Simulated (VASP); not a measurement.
Output of a VASP run:

**OSZICAR**
```
...
RMM:   4    -0.324742830721E+03   -0.80960E-05   -0.11941E-04   330   0.245E-02    0.188E-02
RMM:   5    -0.324742829739E+03    0.98233E-06   -0.28699E-05   205   0.119E-02
  25 F= -.32474283E+03 E0= -.32471130E+03  d E =-.112488E-02
       N       E                     dE             d eps       ncg     rms          rms(c)
DAV:   1    -0.324742833323E+03   -0.26020E-05   -0.24032E-03   368   0.839E-02    0.188E-02
RMM:   2    -0.324742847896E+03   -0.14573E-04   -0.16865E-04   307   0.227E-02    0.772E-03
RMM:   3    -0.324742851447E+03   -0.35508E-05   -0.34038E-05   203   0.105E-02    0.467E-03
RMM:   4    -0.324742851700E+03   -0.25300E-06   -0.36625E-06   184   0.416E-03
  26 F= -.32474285E+03 E0= -.32471136E+03  d E =-.114684E-02
       N       E                     dE             d eps       ncg     rms          rms(c)
DAV:   1    -0.324743017096E+03   -0.16565E-03   -0.88243E-02   328   0.475E-01    0.114E-01
RMM:   2    -0.324743602161E+03   -0.58507E-03   -0.67480E-03   320   0.130E-01    0.438E-02
RMM:   3    -0.324743742603E+03   -0.14044E-03   -0.12523E-03   330   0.578E-02    0.272E-02
RMM:   4    -0.324743751956E+03   -0.93529E-05   -0.12553E-04   306   0.232E-02    0.190E-02
RMM:   5    -0.324743751105E+03    0.85101E-06   -0.29876E-05   206   0.113E-02
  27 F= -.32474375E+03 E0= -.32471237E+03  d E =-.899405E-03
       N       E                     dE             d eps       ncg     rms          rms(c)
DAV:   1    -0.324743721211E+03    0.30745E-04   -0.12214E-02   344   0.177E-01    0.433E-02
RMM:   2    -0.324743804453E+03   -0.83242E-04   -0.95890E-04   320   0.488E-02    0.166E-02
RMM:   3    -0.324743825464E+03   -0.21011E-04   -0.18482E-04   281   0.222E-02    0.102E-02
RMM:   4    -0.324743826740E+03   -0.12758E-05   -0.17430E-05   201   0.879E-03
  28 F= -.32474383E+03 E0= -.32471249E+03  d E =-.975040E-03
       N       E                     dE             d eps       ncg     rms          rms(c)
DAV:   1    -0.324743892684E+03   -0.67219E-04   -0.59796E-02   328   0.377E-01    0.951E-02
RMM:   2    -0.324744293916E+03   -0.40123E-03   -0.47092E-03   320   0.108E-01    0.357E-02
RMM:   3    -0.324744387002E+03   -0.93086E-04   -0.85109E-04   328   0.480E-02    0.210E-02
RMM:   4    -0.324744393759E+03   -0.67573E-05   -0.91081E-05   271   0.193E-02
  29 F= -.32474439E+03 E0= -.32471314E+03  d E =-.567019E-03
       N       E                     dE             d eps       ncg     rms          rms(c)
DAV:   1    -0.324744397426E+03   -0.10424E-04   -0.70571E-04   376   0.416E-02    0.123E-02
RMM:   2    -0.324744402890E+03   -0.54637E-05   -0.67237E-05   213   0.127E-02    0.569E-03
RMM:   3    -0.324744404513E+03   -0.16231E-05   -0.13592E-05   182   0.565E-03    0.420E-03
RMM:   4    -0.324744404587E+03   -0.73975E-07   -0.12733E-06   111   0.235E-03
  30 F= -.32474440E+03 E0= -.32471316E+03  d E =-.577847E-03
       N       E                     dE             d eps       ncg     rms          rms(c)
DAV:   1    -0.324744608955E+03   -0.20444E-03   -0.49602E-02   328   0.309E-01    0.716E-02
RMM:   2    -0.324744906869E+03   -0.29791E-03   -0.33391E-03   320   0.835E-02    0.288E-02
RMM:   3    -0.324744972669E+03   -0.65800E-04   -0.59109E-04   331   0.367E-02    0.165E-02
RMM:   4    -0.324744976928E+03   -0.42587E-05   -0.54484E-05   228   0.145E-02
  31 F= -.32474498E+03 E0= -.32471369E+03  d E =-.572341E-03
```

### OUTCAR
```
------------------------ aborting loop because EDIFF is reached ----------------------------------------
  FORCE on cell =-STRESS in cart. coord.  units (eV):
  Direction    XX          YY          ZZ          XY          YZ          ZX
  --------------------------------------------------------------------------------------
  Total       14.1808328     14.1700108     14.2899928      4.5106510     -4.4637319      4.4744293
  in kB       17.3663593     17.3531064     17.5000406      5.5239059     -5.4664471      5.4795475
  external PRESSURE =      17.4065021 kB  Pullay stress =       0.0000000 kB
  volume of cell :     1308.29
      direct lattice vectors                 reciprocal lattice vectors
    10.937074700  0.000000000  0.000000000     0.091432127  0.000000000  0.000000000
     0.000000000 10.937074700  0.000000000     0.000000000  0.091432127  0.000000000
     0.000000000  0.000000000 10.937074700     0.000000000  0.000000000  0.091432127
 POSITION                                       TOTAL-FORCE (eV/Angst)
 -----------------------------------------------------------------------------------
      5.46885      0.00704      0.00289         0.000902     -0.004335     -0.000874
      6.79148      1.41018      1.40894         0.006266      0.001558      0.001195
      8.17417      2.76274      0.03833         0.001275     -0.002480     -0.001856
      9.52712      4.14533      1.40838        -0.002984     -0.007107      0.003505
      8.17494      0.04047      2.76251        -0.003509     -0.007393     -0.005229
      9.51842      1.41831      4.14775         0.003370      0.000419     -0.008560
     10.92797      0.00865      0.00782        -0.007434      0.007340      0.008150
      1.32944      1.38793      1.38811        -0.001741      0.002874      0.001840
      2.70780      2.73724      0.00341        -0.007036      0.003652     -0.002399
      4.07038      4.11632      1.36026        -0.005529     -0.003557     -0.004728
      5.45830      5.47799      0.00881         0.004718     -0.002153      0.004381
      6.82002      6.86634      1.36011         0.004590      0.005195     -0.002996
      8.19906      8.22913      0.00308        -0.002968      0.003799      0.001355
      9.54796      9.60738      1.38792         0.001720      0.002573     -0.002443
      2.71137      0.00191      2.73230        -0.004764      0.000164      0.002842
      4.06936      1.36090      4.11590        -0.010164     -0.000795     -0.003713
      5.36727      2.75152      2.75049         0.001979     -0.000188      0.000485
      8.18651      5.57002      2.74992        -0.002704     -0.003694     -0.002608
      9.57595      6.86851      4.11526         0.004559      0.006393      0.001487
      5.45915      0.00988      5.47749         0.001486      0.006033     -0.000561
      6.82055      1.35978      6.86756         0.002308     -0.006948      0.009938
      8.17457      2.76222      5.57264         0.001661     -0.006495     -0.001011
      9.57697      4.11632      6.86745         0.003783      0.003057      0.005287
      8.20447      0.00120      8.22580        -0.007367     -0.003675     -0.000466
      9.54783      1.38891      9.60662         0.001287     -0.000639      0.002790
     10.92973      5.46806      0.00284         0.009040      0.002599     -0.002828
      1.34075      6.85177      1.35573        -0.001764     -0.000876     -0.001136
      2.73404      8.20297     10.92497        -0.000230     -0.002064      0.001345
      4.08553      9.59593      1.35561        -0.001226      0.002474      0.000694
     10.89645      2.76202      2.76249         0.009343      0.000920     -0.005257
      1.35390      4.11365      4.11251        -0.007896     -0.012986     -0.004780
      2.69969      5.47950      2.72081         0.002280     -0.003129     -0.000587
      4.09522      6.84133      4.01043         0.000444      0.002998      0.003079
      5.45723      8.23721      2.72108         0.005247     -0.002975      0.000497
      6.82348      9.58326      4.11269         0.010637      0.003460     -0.007301
     10.92750      0.00905      5.46396         0.004974     -0.001042      0.000374
      1.33992      1.35619      6.85196         0.005773      0.001567     -0.002180
      2.69903      2.72167      5.47884         0.000678     -0.001790     -0.003283
      4.10177      4.00912      6.83418         0.001492     -0.000542     -0.001584
      6.92703      6.83558      6.83467         0.001687     -0.003440     -0.002834
      8.21501      8.23786      5.47895         0.001805     -0.000635     -0.002062
      9.58083      9.59667      6.85187        -0.002838     -0.005045     -0.000560
      2.73503     10.92494      8.20197        -0.001931      0.001775     -0.002651
      4.08075      1.36045      9.59717        -0.005293      0.004688     -0.000700
      5.45756      2.72065      8.23703         0.005555      0.001517     -0.001723
      6.82346      4.11309      9.58260         0.006077     -0.003475     -0.000272
      8.21582      5.47943      8.23692         0.000073     -0.006976     -0.000364
      9.57610      6.85611      9.59727        -0.003141      0.005582     -0.002980
     10.93469      8.22627      2.73185        -0.000702      0.002298      0.003232
      1.36354      9.57289      4.10599        -0.003362      0.005503      0.006939
     10.92655      5.47805      5.47712        -0.003742     -0.002661     -0.001403
      1.38206      6.82942      6.82684        -0.003427     -0.001168      0.008852
      2.75927      8.17690      5.44707        -0.007139      0.014795      0.001078
      4.10771      9.55448      6.82724        -0.008429      0.003916     -0.000413
     10.93538      2.73288      8.22543         0.005942      0.004474      0.006903
      1.36676      4.11071      9.56780        -0.002769      0.003685      0.000289
...
```
(Selected blocks of OUTCAR.)

POSCAR:
```
BiSi62
1
   10.9370747004     0.0000000000     0.0000000000
    0.0000000000    10.9370747004     0.0000000000
   -0.0000000000    -0.0000000000    10.9370747004
Si Bi
62 1
Direct
  0.5000000000   0.0000000000   0.0000000000
  0.6250000000   0.1250000000   0.1250000000
  0.7500000000   0.2500000000   0.0000000000
  0.8750000000   0.3750000000   0.1250000000
  0.7500000000   0.0000000000   0.2500000000
  0.8750000000   0.1250000000   0.3750000000
  0.0000000000   0.0000000000   0.0000000000
  0.1250000000   0.1250000000   0.1250000000
  0.2500000000   0.2500000000   0.0000000000
  0.3750000000   0.3750000000   0.1250000000
  0.5000000000   0.5000000000   0.0000000000
  0.6250000000   0.6250000000   0.1250000000
  0.7500000000   0.7500000000   0.0000000000
  0.8750000000   0.8750000000   0.1250000000
  0.2500000000   0.0000000000   0.2500000000
  0.3750000000   0.1250000000   0.3750000000
  0.5011320000   0.2473030000   0.2534100000
  0.7486670000   0.5004270000   0.2459210000
  0.8750000000   0.6250000000   0.3750000000
  0.5000000000   0.0000000000   0.5000000000
  0.6250000000   0.1250000000   0.6250000000
  0.7505710000   0.2534310000   0.4956330000
  0.8750000000   0.3750000000   0.6250000000
  0.7500000000   0.0000000000   0.7500000000
  0.8750000000   0.1250000000   0.8750000000
  0.0000000000   0.5000000000   0.0000000000
  0.1250000000   0.6250000000   0.1250000000
  0.2500000000   0.7500000000   0.0000000000
  0.3750000000   0.8750000000   0.1250000000
  0.0000000000   0.2500000000   0.2500000000
  0.1250000000   0.3750000000   0.3750000000
  0.2500000000   0.5000000000   0.2500000000
  0.3750000000   0.6250000000   0.3750000000
  0.5000000000   0.7500000000   0.2500000000
  0.6250000000   0.8750000000   0.3750000000
  0.0000000000   0.0000000000   0.5000000000
  0.1250000000   0.1250000000   0.6250000000
  0.2500000000   0.2500000000   0.5000000000
  0.3750000000   0.3750000000   0.6250000000
  0.6250000000   0.6250000000   0.6250000000
  0.7500000000   0.7500000000   0.5000000000
  0.8750000000   0.8750000000   0.6250000000
  0.2500000000   0.0000000000   0.7500000000
  0.3750000000   0.1250000000   0.8750000000
  0.5000000000   0.2500000000   0.7500000000
  0.6250000000   0.3750000000   0.8750000000
  0.7500000000   0.5000000000   0.7500000000
  0.8750000000   0.6250000000   0.8750000000
  0.0000000000   0.7500000000   0.2500000000
  0.1250000000   0.8750000000   0.3750000000
  0.0000000000   0.5000000000   0.5000000000
  0.1250000000   0.6250000000   0.6250000000
  0.2500000000   0.7500000000   0.5000000000
  0.3750000000   0.8750000000   0.6250000000
  0.0000000000   0.2500000000   0.7500000000
  0.1250000000   0.3750000000   0.8750000000
  0.2500000000   0.5000000000   0.7500000000
  0.3750000000   0.6250000000   0.8750000000
  0.5000000000   0.7500000000   0.7500000000
  0.6250000000   0.8750000000   0.8750000000
  0.0000000000   0.7500000000   0.7500000000
  0.1250000000   0.8750000000   0.8750000000
  0.4979400000   0.4990790000   0.4964930000
```

Task: Write an INCAR and KPOINTS that could have produced this output.

Result: One answer among several that fit: the input of the run itself, PBE GGA, plane waves, VASP's PBE PAW potentials (set 64).

INCAR:
```
! general
SYSTEM  = BiSi62
PREC    = Normal
ENCUT   = 400
LREAL   = Auto
LASPH   = .True.
ISYM    = 0
NELECT  = 254.0

! electronic loop
EDIFF   = 1E-5
NELM    = 100
NELMIN  = 4
ALGO    = Fast
LMAXMIX = 4

! smearing
ISMEAR  = 0
SIGMA   = 0.05

! functional
GGA     = PE

! ions
IBRION  = 2
NSW     = 70
ISIF    = 2
EDIFFG  = -0.03

! output
LWAVE   = .True.
LCHARG  = .False.
```

**KPOINTS**
```
kpoints
0
Gamma
1 1 1
0 0 0
```

POTCAR, in this order: Si Bi (PBE.64 set). Program: vasp_gam.

The cell is charged, with a uniform compensating background. The supercell is sampled at Γ alone, which is coarse: total energies, pressure and levels can be off, energies of defects by several tenths of an eV.

The cell is a supercell with a defect, built from Si (diamond): Bi_Si-vac_Si, charge -1. The run is not spin-polarised, so no state with unpaired spins was tried.
